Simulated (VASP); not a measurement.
Given:

```
CELL_PARAMETERS angstrom
      0.00000     2.72696     2.72696
      2.72696     0.00000     2.72696
      2.72696     2.72696     0.00000
ATOMIC_POSITIONS crystal
  B  0.00000 0.00000 0.00000
  Bi 0.25000 0.25000 0.25000
```

All values below come from PBEsol GGA, VASP's PBE PAW potentials (set 64) (plane waves; VASP). Run with 520 eV cut-off, 9×9×9 Γ-centred mesh, tetrahedra with Blöchl corrections, potentials B Bi_d.

Unless said otherwise, spin-orbit coupling is left out, though it shifts the bands of the heavy elements here.

Predict the energy per atom (σ→0), band gap (on the k-mesh) with the smallest direct gap where there is one.

```json
{
 "band gap (on the k-mesh)": "0.45 eV",
 "smallest direct gap (on the k-mesh)": "0.45 eV",
 "energy per atom (σ→0)": "-4.882 eV/atom"
}
```

Total energies compare only between runs with the same potentials, cut-off and functional.

The structure was generated: BBi was put into the zinc blende type (F-43m), which need not be its known phase. It was relaxed first, which changed the volume by +5 %.
